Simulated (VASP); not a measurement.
An input for Quantum ESPRESSO's pw.x (written as the equivalent of a VASP run, and not itself run):

```
&CONTROL
  calculation = 'vc-relax'
  pseudo_dir = './pseudo'
  outdir = './out'
  tprnfor = .true.
  tstress = .true.
  nstep = 60
  forc_conv_thr = 0.00078
/
&SYSTEM
  ibrav = 0
  nat = 3
  ntyp = 2
  ecutwfc = 84
  occupations = 'smearing'
  smearing = 'methfessel-paxton'
  degauss = 0.00735
  input_dft = 'vdw-df-cx'
/
&ELECTRONS
  conv_thr = 7.3e-08
  electron_maxstep = 100
/
&IONS
/
&CELL
/
ATOMIC_SPECIES
  Mg 24.305 Mg.upf
  B 10.810 B.upf
CELL_PARAMETERS angstrom
     1.5358125   -2.6601049    0.0000000
     1.5358125    2.6601049   -0.0000000
     0.0000000   -0.0000000    3.4733760
ATOMIC_POSITIONS crystal
  Mg   1.0000000  0.0000000  0.0000000
  B    0.3333330  0.6666670  0.5000000
  B    0.6666670  0.3333330  0.5000000
K_POINTS automatic
  10 10 8 0 0 0
```

### Question
Translate this input to VASP (INCAR, KPOINTS, POSCAR, choice of POTCAR).

### Answer
This is not unique; one that fits is 
### POSCAR
```
MgB2
1
    1.5358125382    -2.6601048583     0.0000000000
    1.5358125382     2.6601048583    -0.0000000000
    0.0000000000    -0.0000000000     3.4733760219
Mg B
1 2
Direct
  1.0000000000   0.0000000000   0.0000000000
  0.3333330000   0.6666670000   0.5000000000
  0.6666670000   0.3333330000   0.5000000000
```

**KPOINTS**
```
Automatic
0
G
  10 10 8
```

### INCAR
```
# general
SYSTEM   = MgB2
PREC     = Accurate
ENCUT    = 520   # plane-wave cut-off (eV)
LREAL    = .False.
LASPH    = .True.   # aspherical one-centre terms

# electronic loop
EDIFF    = 1E-6   # SCF stop (eV)
NELM     = 100
ALGO     = Normal

# smearing
ISMEAR   = 1   # Methfessel-Paxton
SIGMA    = 0.1   # width (eV)

# functional
GGA      = CX
LUSE_VDW = .True.
AGGAC    = 0.0

# ions
IBRION   = 2   # conjugate gradients
NSW      = 60
ISIF     = 3   # ions, shape and volume
EDIFFG   = -0.02   # ionic stop

# output
LWAVE    = .False.
LCHARG   = .False.
```

POTCAR, in this order: Mg B (PBE.64 set). Program: vasp_std.

The two are equivalent in intent, not identical: the potentials are each code's own (VASP's PAW set, PseudoDojo norm-conserving files in pw.x), so ENCUT and ecutwfc are chosen apart and not converted; conv_thr bounds pw.x's estimated SCF error, while EDIFF bounds the energy change between steps; forc_conv_thr acts on force components and is met together with etot_conv_thr.

The compound is MgB2 in the AlB2 type structure. This run relaxes it. Symmetry was kept, so distortions that lower it aren't found. The start is the result of an earlier pass.
